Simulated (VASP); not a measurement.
Given:

```xyz
5
Lattice="5.6205 0.0000 0.0000 0.0000 5.6205 0.0000 0.0000 0.0000 5.6205" Properties=species:S:1:pos:R:3 pbc="T T T"
Cs     0.0000     0.0000     0.0000
Pb     2.8102     2.8102     2.8102
Cl     2.8102     0.0000     2.8102
Cl     0.0000     2.8102     2.8102
Cl     2.8102     2.8102     0.0000
```

Method: PBEsol GGA, VASP's PBE PAW potentials (set 64) (plane waves; VASP). Numerical set-up: 500 eV cut-off, 4×4×4 Γ-centred mesh, Gaussian smearing of 0.050 eV, potentials Cs_sv Pb_d Cl.

Unless said otherwise, spin-orbit coupling is left out, though it shifts the bands of the heavy elements here.

Task: What does the run give for the energy per atom (σ→0), band gap (on the k-mesh) with the smallest direct gap where there is one?

Result: 
```json
{
  "band gap (on the k-mesh)": "1.84 eV",
  "smallest direct gap (on the k-mesh)": "1.84 eV",
  "energy per atom (σ→0)": "-3.672 eV/atom"
}
```

Only differences to runs with the same potentials and settings are physical.

The compound is CsPbCl3 in the cubic perovskite structure, the ideal cubic form; the compound distorts at low or room temperature. It was relaxed first.
